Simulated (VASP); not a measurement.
Calculation: r2SCAN meta-GGA, VASP's PBE PAW potentials (set 64) (plane waves; VASP).

VASP ran on this input.

**POSCAR**
```
LiH
1
    0.0000000000     2.0400000000     2.0400000000
    2.0400000000     0.0000000000     2.0400000000
    2.0400000000     2.0400000000     0.0000000000
Li H
1 1
Direct
  0.0000000000   0.0000000000   0.0000000000
  0.5000000000   0.5000000000   0.5000000000
```

**INCAR**
```
LASPH = .TRUE.
SYSTEM = LiH
PREC = Accurate
EDIFF = 1E-6
LCHARG = .FALSE.
ISMEAR = 0   # Gaussian
METAGGA = R2SCAN
LREAL = .FALSE.   # projection in real space or not
ISIF = 3
LWAVE = .FALSE.
ENCUT = 530
LMIXTAU = .TRUE.
NELM = 100
NSW = 60
IBRION = 2   # conjugate gradients
ALGO = Normal   # blocked Davidson
EDIFFG = -0.01   # ionic stop
SIGMA = 0.05   # width (eV)
```

KPOINTS:
```
Automatic mesh
0
Gamma
10 10 10
0 0 0
```

POTCAR, in this order: Li_sv H (PBE.64 set). Program: vasp_std.

The run wrote:

File OSZICAR:
```
       N       E                     dE             d eps       ncg     rms          rms(c)
DAV:   1    -0.179904915299E+01   -0.17990E+01   -0.15443E+03   570   0.632E+02
DAV:   2    -0.724436350059E+01   -0.54453E+01   -0.54453E+01   774   0.755E+01
DAV:   3    -0.739147354446E+01   -0.14711E+00   -0.14711E+00   696   0.106E+01
DAV:   4    -0.739391192456E+01   -0.24384E-02   -0.24384E-02   762   0.125E+00
DAV:   5    -0.739393306340E+01   -0.21139E-04   -0.21139E-04   696   0.756E-02    0.270E+00
DAV:   6    -0.684796019273E+01    0.54597E+00   -0.17209E-01   858   0.359E+00    0.179E+00
DAV:   7    -0.711320322430E+01   -0.26524E+00   -0.81845E-01   678   0.486E+00    0.958E-01
DAV:   8    -0.668773462437E+01    0.42547E+00   -0.21738E-01   588   0.395E+00    0.213E-01
DAV:   9    -0.678263471540E+01   -0.94900E-01   -0.72815E-02   594   0.311E+00    0.876E-02
DAV:  10    -0.681028734033E+01   -0.27653E-01   -0.33432E-02   576   0.182E+00    0.732E-02
DAV:  11    -0.681218740725E+01   -0.19001E-02   -0.10858E-03   684   0.363E-01    0.122E-02
DAV:  12    -0.681214290709E+01    0.44500E-04   -0.42615E-04   564   0.320E-01    0.114E-02
DAV:  13    -0.681242164966E+01   -0.27874E-03   -0.24905E-04   576   0.225E-01    0.138E-03
DAV:  14    -0.681246668129E+01   -0.45032E-04   -0.13311E-05   648   0.556E-02    0.494E-04
DAV:  15    -0.681246478836E+01    0.18929E-05   -0.14399E-06   720   0.131E-02    0.139E-03
DAV:  16    -0.681246495736E+01   -0.16900E-06   -0.55035E-08   366   0.277E-03
   1 F= -.68124650E+01 E0= -.68124650E+01  d E =-.681246E+01
       N       E                     dE             d eps       ncg     rms          rms(c)
DAV:   1    -0.681643950071E+01   -0.39747E-02   -0.19889E-02   654   0.150E+00    0.282E-01
DAV:   2    -0.681619308505E+01    0.24642E-03   -0.50645E-03   666   0.717E-01    0.207E-01
DAV:   3    -0.681513324407E+01    0.10598E-02   -0.15437E-03   600   0.389E-01    0.458E-02
DAV:   4    -0.681567867346E+01   -0.54543E-03   -0.12181E-03   564   0.397E-01    0.192E-02
DAV:   5    -0.681583058867E+01   -0.15192E-03   -0.87651E-05   600   0.113E-01    0.806E-03
DAV:   6    -0.681582971982E+01    0.86885E-06   -0.70671E-07   786   0.103E-02
   2 F= -.68158297E+01 E0= -.68158297E+01  d E =-.336476E-02
       N       E                     dE             d eps       ncg     rms          rms(c)
DAV:   1    -0.682055908527E+01   -0.47285E-02   -0.54356E-02   708   0.246E+00    0.468E-01
DAV:   2    -0.681916188806E+01    0.13972E-02   -0.11570E-02   576   0.105E+00    0.332E-01
DAV:   3    -0.681879992135E+01    0.36197E-03   -0.33519E-03   588   0.584E-01    0.768E-02
DAV:   4    -0.681880851313E+01   -0.85918E-05   -0.27234E-03   564   0.547E-01    0.224E-02
DAV:   5    -0.681899555207E+01   -0.18704E-03   -0.17708E-04   564   0.160E-01    0.356E-03
DAV:   6    -0.681899328979E+01    0.22623E-05   -0.11332E-06   756   0.138E-02    0.342E-03
DAV:   7    -0.681899727357E+01   -0.39838E-05   -0.48407E-06   600   0.278E-02    0.633E-04
DAV:   8    -0.681900084431E+01   -0.35707E-05   -0.33339E-07   600   0.846E-03    0.575E-04
DAV:   9    -0.681900006075E+01    0.78356E-06   -0.74168E-08   288   0.329E-03
   3 F= -.68190001E+01 E0= -.68190001E+01  d E =-.653510E-02
       N       E                     dE             d eps       ncg     rms          rms(c)
DAV:   1    -0.682398212760E+01   -0.49813E-02   -0.23194E-01   696   0.527E+00    0.952E-01
DAV:   2    -0.681921324234E+01    0.47689E-02   -0.49236E-02   564   0.216E+00    0.679E-01
DAV:   3    -0.681857039179E+01    0.64285E-03   -0.18669E-02   636   0.119E+00    0.175E-01
DAV:   4    -0.681655872757E+01    0.20117E-02   -0.12758E-02   564   0.109E+00    0.661E-02
DAV:   5    -0.681719038253E+01   -0.63165E-03   -0.60723E-04   600   0.297E-01    0.225E-02
DAV:   6    -0.681718975054E+01    0.63199E-06   -0.43128E-06   744   0.273E-02
   4 F= -.68171898E+01 E0= -.68171898E+01  d E =-.472479E-02
       N       E                     dE             d eps       ncg     rms          rms(c)
DAV:   1    -0.682398255450E+01   -0.67922E-02   -0.10713E-01   720   0.327E+00    0.665E-01
DAV:   2    -0.682121731272E+01    0.27652E-02   -0.12601E-02   606   0.120E+00    0.441E-01
DAV:   3    -0.682001221190E+01    0.12051E-02   -0.38176E-03   666   0.574E-01    0.561E-02
DAV:   4    -0.681965625420E+01    0.35596E-03   -0.21272E-03   564   0.550E-01    0.239E-02
DAV:   5    -0.681979299279E+01   -0.13674E-03   -0.21984E-04   576   0.181E-01    0.958E-03
DAV:   6    -0.681980572285E+01   -0.12730E-04   -0.39590E-06   834   0.199E-02    0.607E-03
DAV:   7    -0.681981634242E+01   -0.10620E-04   -0.66028E-06   576   0.423E-02    0.428E-04
DAV:   8    -0.681981330387E+01    0.30386E-05   -0.11657E-06   606   0.159E-02    0.799E-04
DAV:   9    -0.681981532476E+01   -0.20209E-05   -0.64608E-08   360   0.411E-03    0.249E-04
DAV:  10    -0.681981559470E+01   -0.26993E-06   -0.10006E-07   282   0.473E-03
   5 F= -.68198156E+01 E0= -.68198156E+01  d E =-.735064E-02
```

### OUTCAR
```
------------------------ aborting loop because EDIFF is reached ----------------------------------------
  FORCE on cell =-STRESS in cart. coord.  units (eV):
  Direction    XX          YY          ZZ          XY          YZ          ZX
  --------------------------------------------------------------------------------------
  Total       -0.0092946     -0.0092946     -0.0092946      0.0000000      0.0000000     -0.0000000
  in kB       -0.9344065     -0.9344065     -0.9344065      0.0000000      0.0000000     -0.0000000
  external PRESSURE =      -0.9344065 kB  Pullay stress =       0.0000000 kB
  volume of cell :       15.94
      direct lattice vectors                 reciprocal lattice vectors
    -0.000000000  1.997369351  1.997369351    -0.250329264  0.250329264  0.250329264
     1.997369351 -0.000000000  1.997369351     0.250329264 -0.250329264  0.250329264
     1.997369351  1.997369351 -0.000000000     0.250329264  0.250329264 -0.250329264
  FREE ENERGIE OF THE ION-ELECTRON SYSTEM (eV)
  ---------------------------------------------------
  free  energy   TOTEN  =        -6.8198155947 eV

  energy  without entropy=       -6.8198155947  energy(sigma->0) =       -6.81981559

 reached required accuracy - stopping structural energy minimisation
```
(Selected blocks of OUTCAR.)

File CONTCAR:
```
LiH
   1.00000000000000
    -0.0000000000000000    1.9973693508876549    1.9973693508876547
     1.9973693508876547   -0.0000000000000000    1.9973693508876547
     1.9973693508876547    1.9973693508876549   -0.0000000000000000
  Li              H
     1     1
Direct
     0.0000000000000000    0.0000000000000000    0.0000000000000000
     0.5000000000000000    0.5000000000000000    0.5000000000000000
```

Energy and stress use the plane-wave basis of the starting cell.

The compound is LiH in the rock salt structure. This run relaxes it. Symmetry was kept, so distortions that lower it aren't found.
